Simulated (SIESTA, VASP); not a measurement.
An input for SIESTA (GGA PBE, numerical atomic orbitals DZP, PseudoDojo PBE standard norm-conserving potentials (rewritten from UPF to PSML)):

```
# files in the folder: W.psml Se.psml (PseudoDojo PBE standard)
SystemName  WSe2
SystemLabel siesta

NumberOfAtoms                6
NumberOfSpecies              2
%block ChemicalSpeciesLabel
  1 74 W
  2 34 Se
%endblock ChemicalSpeciesLabel
LatticeConstant              1.0 Bohr
%block LatticeVectors
     3.098840929   -5.367349428    0.000000000
     3.098840929    5.367349428    0.000000000
     0.000000000    0.000000000   24.488401490
%endblock LatticeVectors
AtomicCoordinatesFormat      Bohr
%block AtomicCoordinatesAndAtomicSpecies
     3.098840929    1.789116512    6.122100373  1
     3.098840929   -1.789116512   18.366301118  1
     3.098840929    1.789116512   21.525304910  2
     3.098840929   -1.789116512    9.281104165  2
     3.098840929   -1.789116512    2.963096580  2
     3.098840929    1.789116512   15.207297325  2
%endblock AtomicCoordinatesAndAtomicSpecies

XC.functional                GGA
XC.authors                   PBE
PAO.BasisSize                DZP
PAO.EnergyShift              0.005 Ry
MeshCutoff                   400 Ry
%block kgrid.MonkhorstPack
    5   0   0  0.0
    0   5   0  0.0
    0   0   1  0.0
%endblock kgrid.MonkhorstPack
OccupationFunction           FD
ElectronicTemperature        20.0 meV

MaxSCFIterations             150
SCF.Mixer.Method             Pulay
SCF.Mixer.Weight             0.2
SCF.Mixer.History            6
SCF.DM.Tolerance             1.0E-05
Diag.ParallelOverK           true
WriteForces                  true
Charge.Mulliken              end
```

Question: Translate it to VASP.

Answer: One set of files that does it:

### POSCAR
```
WSe2
12.9587040
  0.1265432099  -0.2191792482   0.0000000000
  0.1265432099   0.2191792482   0.0000000000
  0.0000000000   0.0000000000   1.0000000000
W Se
2 4
Cart
  0.1265432099   0.0730598955   0.2500000000
  0.1265432099  -0.0730598955   0.7500000000
  0.1265432099   0.0730598955   0.8790000000
  0.1265432099  -0.0730598955   0.3790000000
  0.1265432099  -0.0730598955   0.1210000000
  0.1265432099   0.0730598955   0.6210000000
```

### INCAR
```
LMAXMIX=6   ! l cut-off of mixed one-centre charges
LREAL=.FALSE.   ! projection in real space or not
ISIF=2
LWAVE=.FALSE.
SYSTEM=WSe2
ISMEAR=-1
ENCUT=300   ! plane-wave cut-off (eV)
GGA=PE
LCHARG=.FALSE.
ALGO=Normal   ! blocked Davidson
PREC=Accurate
LASPH=.TRUE.   ! aspherical one-centre terms
NELM=100
EDIFF=1E-6
SIGMA=0.02   ! width (eV)
```

**KPOINTS**
```
Automatic mesh
0
Gamma
5 5 1
0 0 0
```

POTCAR, in this order: W_sv Se (PBE.64 set). Program: vasp_std.

Both are inputs of real runs that ended normally. What can't carry over is the choice of potentials or basis and its cut-off, and each code's defaults.

The structure is a typed WSe2 crystal (P6_3/mmc). The cell was not relaxed at this level, and it may have been scaled.
